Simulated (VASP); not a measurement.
All values below come from TPSS meta-GGA, VASP's PBE PAW potentials (set 64) (plane waves; VASP).

A VASP calculation is set up with these files.

**KPOINTS**
```
Automatic mesh
0
Gamma
6 6 4
0 0 0
```

### INCAR
```
SYSTEM = Te
PREC = Accurate; ENCUT = 520; LREAL = .False.
LASPH = .True.
EDIFF = 1E-7; NELM = 100; ALGO = Normal
LMAXMIX = 4; LMIXTAU = .True.
ISMEAR = 0; SIGMA = 0.05
METAGGA = TPSS
IBRION = 2; NSW = 30; ISIF = 4
EDIFFG = -0.01
LWAVE = .False.; LCHARG = .False.
```

**POSCAR**
```
Te
1
    2.2145664162    -3.8357412494     0.0000000000
    2.2145664162     3.8357412494     0.0000000000
    0.0000000000     0.0000000000     5.9667090697
Te
3
Direct
  0.0000000000   0.2645197342   0.6666670000
  0.7354802658   0.7354802658   0.0000000000
  0.2645197342   0.0000000000   0.3333330000
```

POTCAR, in this order: Te (PBE.64 set). Program: vasp_std.

What VASP printed:

**OSZICAR**
```
       N       E                     dE             d eps       ncg     rms          rms(c)
DAV:   1     0.507662833640E+02    0.50766E+02   -0.65588E+03   624   0.112E+03
DAV:   2    -0.290757803787E+02   -0.79842E+02   -0.76473E+02   813   0.169E+02
DAV:   3    -0.345163746594E+02   -0.54406E+01   -0.53945E+01   799   0.491E+01
DAV:   4    -0.346046772905E+02   -0.88303E-01   -0.88225E-01   734   0.743E+00
DAV:   5    -0.346064410854E+02   -0.17638E-02   -0.17638E-02   795   0.106E+00    0.119E+01
DAV:   6    -0.329381976342E+02    0.16682E+01   -0.45876E+00   624   0.237E+01    0.674E+00
DAV:   7    -0.330859761209E+02   -0.14778E+00   -0.67139E-01   639   0.958E+00    0.852E-01
DAV:   8    -0.330390725540E+02    0.46904E-01   -0.30401E-01   624   0.681E+00    0.201E+00
DAV:   9    -0.329901620078E+02    0.48911E-01   -0.12582E-02   709   0.163E+00    0.194E+00
DAV:  10    -0.329994949406E+02   -0.93329E-02   -0.78796E-03   624   0.153E+00    0.130E+00
DAV:  11    -0.332398832313E+02   -0.24039E+00   -0.17032E-01   624   0.554E+00    0.158E+00
DAV:  12    -0.332430230640E+02   -0.31398E-02   -0.21053E-03   674   0.436E-01    0.111E+00
DAV:  13    -0.332432355960E+02   -0.21253E-03   -0.53752E-04   624   0.234E-01    0.974E-01
DAV:  14    -0.332434316532E+02   -0.19606E-03   -0.10579E-03   624   0.288E-01    0.842E-01
DAV:  15    -0.332423849497E+02    0.10467E-02   -0.72007E-04   624   0.359E-01    0.236E-01
DAV:  16    -0.332433756123E+02   -0.99066E-03   -0.53558E-04   634   0.278E-01    0.621E-01
DAV:  17    -0.332433968765E+02   -0.21264E-04   -0.65106E-05   644   0.108E-01    0.538E-01
DAV:  18    -0.332435788918E+02   -0.18202E-03   -0.11006E-04   624   0.136E-01    0.274E-01
DAV:  19    -0.332435809821E+02   -0.20903E-05   -0.19303E-05   634   0.571E-02    0.167E-01
DAV:  20    -0.332435922262E+02   -0.11244E-04   -0.44080E-06   634   0.296E-02    0.661E-02
DAV:  21    -0.332435931647E+02   -0.93852E-06   -0.52126E-07   739   0.711E-03    0.283E-02
DAV:  22    -0.332435934326E+02   -0.26786E-06   -0.66809E-08   322   0.349E-03    0.157E-02
DAV:  23    -0.332435935994E+02   -0.16687E-06   -0.38278E-08   332   0.234E-03    0.658E-03
DAV:  24    -0.332435937806E+02   -0.18113E-06   -0.26270E-08   312   0.218E-03    0.466E-04
DAV:  25    -0.332435937713E+02    0.92333E-08   -0.77026E-09   312   0.122E-03
   1 F= -.33243594E+02 E0= -.33243552E+02  d E =-.332436E+02
       N       E                     dE             d eps       ncg     rms          rms(c)
DAV:   1    -0.332478280744E+02   -0.42343E-02   -0.18792E-01   624   0.250E+00    0.418E-01
DAV:   2    -0.332488365743E+02   -0.10085E-02   -0.84237E-03   704   0.596E-01    0.804E-02
DAV:   3    -0.332488465846E+02   -0.10010E-04   -0.14332E-04   710   0.100E-01    0.586E-02
DAV:   4    -0.332488330173E+02    0.13567E-04   -0.95549E-05   659   0.713E-02    0.153E-02
DAV:   5    -0.332488377559E+02   -0.47386E-05   -0.22874E-05   624   0.440E-02    0.108E-02
DAV:   6    -0.332488421779E+02   -0.44220E-05   -0.62468E-06   629   0.296E-02    0.690E-03
DAV:   7    -0.332488433371E+02   -0.11592E-05   -0.25732E-06   624   0.182E-02    0.199E-03
DAV:   8    -0.332488446873E+02   -0.13503E-05   -0.80469E-07   624   0.998E-03    0.118E-03
DAV:   9    -0.332488449205E+02   -0.23320E-06   -0.11272E-07   432   0.357E-03    0.470E-04
DAV:  10    -0.332488449079E+02    0.12678E-07   -0.12646E-08   312   0.120E-03
   2 F= -.33248845E+02 E0= -.33248759E+02  d E =-.525114E-02
       N       E                     dE             d eps       ncg     rms          rms(c)
DAV:   1    -0.332496256717E+02   -0.78075E-03   -0.46081E-01   624   0.391E+00    0.631E-01
DAV:   2    -0.332521234031E+02   -0.24977E-02   -0.20675E-02   699   0.932E-01    0.125E-01
DAV:   3    -0.332521639825E+02   -0.40579E-04   -0.34412E-04   715   0.156E-01    0.915E-02
DAV:   4    -0.332521391258E+02    0.24857E-04   -0.22175E-04   649   0.110E-01    0.227E-02
DAV:   5    -0.332521517693E+02   -0.12643E-04   -0.55255E-05   624   0.690E-02    0.168E-02
DAV:   6    -0.332521642855E+02   -0.12516E-04   -0.14260E-05   629   0.444E-02    0.986E-03
DAV:   7    -0.332521667306E+02   -0.24451E-05   -0.51792E-06   624   0.255E-02    0.307E-03
DAV:   8    -0.332521692384E+02   -0.25078E-05   -0.16637E-06   624   0.143E-02    0.163E-03
DAV:   9    -0.332521697879E+02   -0.54951E-06   -0.26935E-07   622   0.548E-03    0.685E-04
DAV:  10    -0.332521697621E+02    0.25807E-07   -0.29856E-08   327   0.184E-03
   3 F= -.33252170E+02 E0= -.33251971E+02  d E =-.857599E-02
       N       E                     dE             d eps       ncg     rms          rms(c)
DAV:   1    -0.332521719715E+02   -0.21836E-05   -0.42688E-03   624   0.377E-01    0.600E-02
DAV:   2    -0.332521936983E+02   -0.21727E-04   -0.19121E-04   699   0.896E-02    0.120E-02
DAV:   3    -0.332521934298E+02    0.26847E-06   -0.31008E-06   710   0.150E-02    0.874E-03
DAV:   4    -0.332521923707E+02    0.10592E-05   -0.20137E-06   654   0.106E-02    0.209E-03
DAV:   5    -0.332521924605E+02   -0.89814E-07   -0.50857E-07   624   0.660E-03
   4 F= -.33252192E+02 E0= -.33251981E+02  d E =-.859869E-02
```

File OUTCAR:
```
------------------------ aborting loop because EDIFF is reached ----------------------------------------
  FORCE on cell =-STRESS in cart. coord.  units (eV):
  Direction    XX          YY          ZZ          XY          YZ          ZX
  --------------------------------------------------------------------------------------
  Total        0.4387226      0.4387226      0.4023659      0.0000000      0.0000000      0.0000000
  in kB        6.9342220      6.9342209      6.3595872      0.0000000      0.0000000      0.0000000
  external PRESSURE =       6.7426767 kB  Pullay stress =       0.0000000 kB
  volume of cell :      101.37
      direct lattice vectors                 reciprocal lattice vectors
     2.202986168 -3.815683650 -0.000000000     0.226964657 -0.131038117  0.000000000
     2.202986168  3.815683650  0.000000000     0.226964657  0.131038117  0.000000000
     0.000000000  0.000000000  6.029603351     0.000000000 -0.000000000  0.165848389
 POSITION                                       TOTAL-FORCE (eV/Angst)
 -----------------------------------------------------------------------------------
      2.79815     -2.78482      4.01974         0.002974      0.005151     -0.000000
      3.21564      0.00000      6.02960        -0.005948     -0.000000     -0.000000
      2.79815      2.78482      2.00987         0.002974     -0.005151      0.000000
 -----------------------------------------------------------------------------------
    total drift:                               -0.000178     -0.000383      0.000014
  FREE ENERGIE OF THE ION-ELECTRON SYSTEM (eV)
  ---------------------------------------------------
  free  energy   TOTEN  =       -33.2521924605 eV

  energy  without entropy=      -33.2517687399  energy(sigma->0) =      -33.25198060

 reached required accuracy - stopping structural energy minimisation
```
(Selected blocks of OUTCAR.)

**CONTCAR**
```
Te
   1.00000000000000
     2.2029861679750997   -3.8156836504234102   -0.0000000000000000
     2.2029861679750997    3.8156836504234102    0.0000000000000000
     0.0000000000000000    0.0000000000000000    6.0296033513722449
  Te
     3
Direct
     0.9999999999956531    0.2701638795796803    0.6666669999999968
     0.7298361204246666    0.7298361204246666    1.0000000000000000
     0.2701638795796803    0.9999999999956531    0.3333330000000032
```

The compound is Te in the trig structure. This cell is one point of a volume scan, at 0.97 of the reference volume. Symmetry was kept, so distortions that lower it aren't found.
